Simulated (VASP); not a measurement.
All values below come from r2SCAN meta-GGA, VASP's PBE PAW potentials (set 64) (plane waves; VASP).

The input files of a VASP run:

### KPOINTS
```
Automatic mesh
0
Gamma
8 8 5
0 0 0
```

KPOINTS_OPT:
```
k-points along high-symmetry lines
6
Line-mode
Reciprocal
  0.000000   0.000000   0.000000 ! GAMMA
  0.500000   0.000000   0.000000 ! M

  0.500000   0.000000   0.000000 ! M
  0.333333   0.333333   0.000000 ! K

  0.333333   0.333333   0.000000 ! K
  0.000000   0.000000   0.000000 ! GAMMA

  0.000000   0.000000   0.000000 ! GAMMA
  0.000000   0.000000   0.500000 ! A

  0.000000   0.000000   0.500000 ! A
  0.500000   0.000000   0.500000 ! L

  0.500000   0.000000   0.500000 ! L
  0.333333   0.333333   0.500000 ! H

  0.333333   0.333333   0.500000 ! H
  0.000000   0.000000   0.500000 ! A

  0.500000   0.000000   0.500000 ! L
  0.500000   0.000000   0.000000 ! M

  0.333333   0.333333   0.500000 ! H
  0.333333   0.333333   0.000000 ! K
```

**POSCAR**
```
NbSi2
4.7875470
  1.0000000090   0.0000000000   0.0000000000
 -0.5000000045   0.8660254431   0.0000000000
  0.0000000000   0.0000000000   1.3753877312
Nb Si
3 6
direct
  0.5000000000   0.5000000000   0.6666670000
  0.0000000000   0.5000000000   0.3333330000
  0.5000000000   0.0000000000   1.0000000000
  0.6823841070   0.8411920535   0.3333330000
  0.8411920535   0.6823841070   0.0000000000
  0.1588079465   0.8411920535   0.6666670000
  0.3176158930   0.1588079465   0.3333330000
  0.1588079465   0.3176158930   0.0000000000
  0.8411920535   0.1588079465   0.6666670000
```

**INCAR**
```
ALGO = Normal
EDIFF = 1E-7
ENCUT = 400
ISIF = 2
ISMEAR = -5
LASPH = .True.
LCHARG = .False.
LEFG = .True.
LMAXMIX = 4
LMIXTAU = .True.
LORBIT = 11
LREAL = .False.
LWAVE = .False.
METAGGA = R2SCAN
NEDOS = 601
NELM = 100
PREC = Accurate
SYSTEM = NbSi2
```

POTCAR, in this order: Nb_sv Si (PBE.64 set). Program: vasp_std.

Output of the run:

**OUTCAR**
```
 ion  position               nearest neighbor table
   1  0.500  0.500  0.667-   5 2.61   8 2.61   7 2.61   4 2.61   6 2.73   9 2.73   6 2.73   9 2.73
                             6 2.83   9 2.83
   2  0.000  0.500  0.333-   5 2.61   8 2.61   6 2.61   9 2.61   4 2.73   7 2.73   7 2.73   4 2.73
                             4 2.83   7 2.83
   3  0.500  0.000  0.000-   4 2.61   7 2.61   6 2.61   9 2.61   8 2.73   5 2.73   8 2.73   5 2.73
                             8 2.83   5 2.83
   4  0.682  0.841  0.333-   5 2.56   9 2.56   3 2.61   1 2.61   7 2.63   2 2.73   2 2.73   2 2.83
                             7 2.83   7 2.83
   5  0.841  0.682  0.000-   4 2.56   6 2.56   2 2.61   1 2.61   8 2.63   3 2.73   3 2.73   3 2.83
                             8 2.83   8 2.83
   6  0.159  0.841  0.667-   5 2.56   7 2.56   3 2.61   2 2.61   9 2.63   1 2.73   1 2.73   1 2.83
                             9 2.83   9 2.83
   7  0.318  0.159  0.333-   8 2.56   6 2.56   3 2.61   1 2.61   4 2.63   2 2.73   2 2.73   2 2.83
                             4 2.83   4 2.83
   8  0.159  0.318  0.000-   7 2.56   9 2.56   2 2.61   1 2.61   5 2.63   3 2.73   3 2.73   3 2.83
                             5 2.83   5 2.83
   9  0.841  0.159  0.667-   8 2.56   4 2.56   3 2.61   2 2.61   6 2.63   1 2.73   1 2.73   1 2.83
                             6 2.83   6 2.83
  LATTYP: Found a hexagonal cell.
 ALAT       =     4.7875470429
 C/A-ratio  =     1.3753877188
 Subroutine PRICEL returns:
 Original cell was already a primitive cell.
 Subroutine GETGRP returns: Found 12 space group operations
The static configuration has the point symmetry D_2 .
 The point group associated with its full space group is D_6 .
The dynamic configuration has the point symmetry D_2 .
 Subroutine INISYM returns: Found 12 space group operations
 Subroutine IBZKPT returns following result:
 Found     30 irreducible k-points:

 Following reciprocal coordinates:
            Coordinates               Weight
  0.000000  0.000000  0.000000      1.000000
  0.125000  0.000000  0.000000      6.000000
  0.250000  0.000000  0.000000      6.000000
  0.375000 -0.000000  0.000000      6.000000
  0.500000  0.000000  0.000000      3.000000
  0.125000  0.125000  0.000000      6.000000
...
```

OSZICAR:
```
       N       E                     dE             d eps       ncg     rms          rms(c)
DAV:   1     0.400778664627E+03    0.40078E+03   -0.28488E+04  2220   0.138E+03
DAV:   2    -0.104870595138E+03   -0.50565E+03   -0.49104E+03  2789   0.492E+02
DAV:   3    -0.150616359555E+03   -0.45746E+02   -0.44900E+02  4064   0.106E+02
DAV:   4    -0.154129753391E+03   -0.35134E+01   -0.34926E+01  3368   0.254E+01
DAV:   5    -0.154364211222E+03   -0.23446E+00   -0.23411E+00  3816   0.766E+00    0.228E+01
DAV:   6    -0.137309888811E+03    0.17054E+02   -0.12627E+01  3392   0.301E+01    0.741E+00
DAV:   7    -0.129848425461E+03    0.74615E+01   -0.22056E+00  2510   0.956E+00    0.418E+00
DAV:   8    -0.134329450354E+03   -0.44810E+01   -0.32480E+00  2920   0.103E+01    0.154E+00
DAV:   9    -0.132270908370E+03    0.20585E+01   -0.55685E-01  2731   0.513E+00    0.777E-01
DAV:  10    -0.131906491415E+03    0.36442E+00   -0.49924E-01  3184   0.474E+00    0.421E-01
DAV:  11    -0.131919793020E+03   -0.13302E-01   -0.64968E-02  3216   0.180E+00    0.505E-01
DAV:  12    -0.131915691309E+03    0.41017E-02   -0.31522E-03  3392   0.318E-01    0.488E-01
DAV:  13    -0.131979443796E+03   -0.63752E-01   -0.43858E-03  2520   0.430E-01    0.442E-01
DAV:  14    -0.131972516127E+03    0.69277E-02   -0.13442E-01  2576   0.258E+00    0.221E-01
DAV:  15    -0.131978349685E+03   -0.58336E-02   -0.11777E-02  3184   0.739E-01    0.171E-01
DAV:  16    -0.131977811643E+03    0.53804E-03   -0.13500E-03  2976   0.213E-01    0.122E-01
DAV:  17    -0.131977882917E+03   -0.71273E-04   -0.23322E-03  3192   0.272E-01    0.582E-02
DAV:  18    -0.131977703712E+03    0.17920E-03   -0.22378E-04  2600   0.103E-01    0.420E-02
DAV:  19    -0.131977995779E+03   -0.29207E-03   -0.78212E-05  2536   0.663E-02    0.281E-02
DAV:  20    -0.131978142842E+03   -0.14706E-03   -0.13145E-04  3008   0.728E-02    0.294E-02
DAV:  21    -0.131978150531E+03   -0.76895E-05   -0.12191E-05  3864   0.240E-02    0.263E-02
DAV:  22    -0.131978158887E+03   -0.83553E-05   -0.14617E-06  3256   0.753E-03    0.298E-02
DAV:  23    -0.131978153097E+03    0.57894E-05   -0.45617E-05  3200   0.353E-02    0.678E-03
DAV:  24    -0.131978139952E+03    0.13146E-04   -0.17634E-05  3888   0.206E-02    0.614E-03
DAV:  25    -0.131978144513E+03   -0.45613E-05   -0.70070E-07  2656   0.462E-03    0.412E-03
DAV:  26    -0.131978144124E+03    0.38895E-06   -0.35116E-07  1992   0.322E-03    0.259E-03
DAV:  27    -0.131978145459E+03   -0.13348E-05   -0.40134E-07  2120   0.349E-03    0.130E-03
DAV:  28    -0.131978144699E+03    0.75978E-06   -0.60252E-08  1560   0.231E-03    0.105E-03
DAV:  29    -0.131978145166E+03   -0.46755E-06   -0.51049E-08  1550   0.191E-03    0.132E-03
DAV:  30    -0.131978145032E+03    0.13421E-06   -0.51518E-08  1545   0.172E-03    0.903E-04
DAV:  31    -0.131978145064E+03   -0.31449E-07   -0.11937E-08  1545   0.114E-03
   1 F= -.13197815E+03 E0= -.13197815E+03  d E =0.000000E+00
       N       E                     dE             ncg
       N       E                     dE             ncg
```

OUTCAR:
```
------------------------ aborting loop because EDIFF is reached ----------------------------------------
  FORCE on cell =-STRESS in cart. coord.  units (eV):
  Direction    XX          YY          ZZ          XY          YZ          ZX
  --------------------------------------------------------------------------------------
  Total        0.1795811      0.1795811     -0.3168773      0.0000000      0.0000000      0.0000000
  in kB        2.2012846      2.2012848     -3.8842458      0.0000000      0.0000000      0.0000000
  external PRESSURE =       0.1727745 kB  Pullay stress =       0.0000000 kB
  volume of cell :      130.71
      direct lattice vectors                 reciprocal lattice vectors
     4.787547043  0.000000000  0.000000000     0.208875232  0.120594167  0.000000000
    -2.393773521  4.146137512  0.000000000     0.000000000  0.241188334  0.000000000
     0.000000000  0.000000000  6.584733406     0.000000000  0.000000000  0.151866437
 POSITION                                       TOTAL-FORCE (eV/Angst)
 -----------------------------------------------------------------------------------
      1.19689      2.07307      4.38982         0.000000      0.000000     -0.000000
     -1.19689      2.07307      2.19491         0.000000      0.000000      0.000000
      2.39377      0.00000      0.00000         0.000000      0.000000      0.000000
      1.25332      3.48770      2.19491         0.023381      0.013499     -0.000000
      2.39377      2.82926      0.00000         0.000000      0.026998     -0.000000
     -1.25332      3.48770      4.38982        -0.023381      0.013499     -0.000000
      1.14045      0.65844      2.19491        -0.023381     -0.013499     -0.000000
      0.00000      1.31688      0.00000        -0.000000     -0.026998     -0.000000
      3.64710      0.65844      4.38982         0.023381     -0.013499     -0.000000
 -----------------------------------------------------------------------------------
    total drift:                               -0.000000      0.000000      0.005969
  FREE ENERGIE OF THE ION-ELECTRON SYSTEM (eV)
  ---------------------------------------------------
  free  energy   TOTEN  =      -131.9781450637 eV

  energy  without entropy=     -131.9781450637  energy(sigma->0) =     -131.97814506

 total charge

# of ion       s       p       d       tot
------------------------------------------
    1        2.153   6.036   2.569  10.758
    2        2.153   6.036   2.569  10.758
    3        2.153   6.036   2.569  10.758
    4        0.748   0.888   0.000   1.636
    5        0.748   0.888   0.000   1.636
    6        0.748   0.888   0.000   1.636
    7        0.748   0.888   0.000   1.636
    8        0.748   0.888   0.000   1.636
    9        0.748   0.888   0.000   1.636
--------------------------------------------------
tot         10.950  23.434   7.707  42.091
```
(Selected blocks of OUTCAR.)

OUTCAR:
```
 val. band max:       11.5916724001   @ k =   0.3750   0.2500   0.2000

 cond. band min:      11.4933829412   @ k =   0.3750   0.1250   0.2000


 Fermi energy:        11.4768980794

 k-point     1 :       0.0000    0.0000    0.0000
  band No.  band energies     occupation
      1     -44.9236      2.00000
      2     -44.8815      2.00000
      3     -44.8813      2.00000
      4     -20.4773      2.00000
      5     -20.4771      2.00000
      6     -20.4689      2.00000
      7     -20.4043      2.00000
      8     -20.4042      2.00000
      9     -20.2771      2.00000
     10     -20.2634      2.00000
     11     -20.2507      2.00000
     12     -20.2506      2.00000
     13      -1.9994      2.00000
     14       1.3055      2.00000
     15       1.3056      2.00000
     16       4.9000      2.00000
     17       5.5465      2.00000
     18       5.5467      2.00000
     19       5.7871      2.00000
     20       5.7872      2.00000
     21       6.7547      2.00000
     22       7.6505      2.00000
     23       7.6506      2.00000
     24       8.0670      2.00000
     25       9.0797      2.00000
     26       9.0798      2.00000
     27       9.1438      2.00000
     28       9.1439      2.00000
     29       9.1530      2.00000
     30       9.4297      2.00000
     31       9.4299      2.00000
     32      10.3242      2.00000
     33      12.4059      0.00000
     34      14.9001      0.00000
     35      15.1149      0.00000
     36      15.1504      0.00000
     37      15.1512      0.00000

 k-point     2 :       0.1250    0.0000    0.0000
  band No.  band energies     occupation
      1     -44.9221      2.00000
      2     -44.8827      2.00000
      3     -44.8814      2.00000
      4     -20.5028      2.00000
      5     -20.4823      2.00000
      6     -20.4464      2.00000
      7     -20.4048      2.00000
      8     -20.4024      2.00000
      9     -20.2775      2.00000
     10     -20.2714      2.00000
     11     -20.2549      2.00000
...
```

For a metal the tetrahedron method with Blöchl corrections gives inexact stress and forces.

The structure comes from a computed database's NbSi2 entry (P6_422); how it stands against other phases isn't given here. It was relaxed first. The electron count is odd and the run is not spin-polarised, which forces a metal.
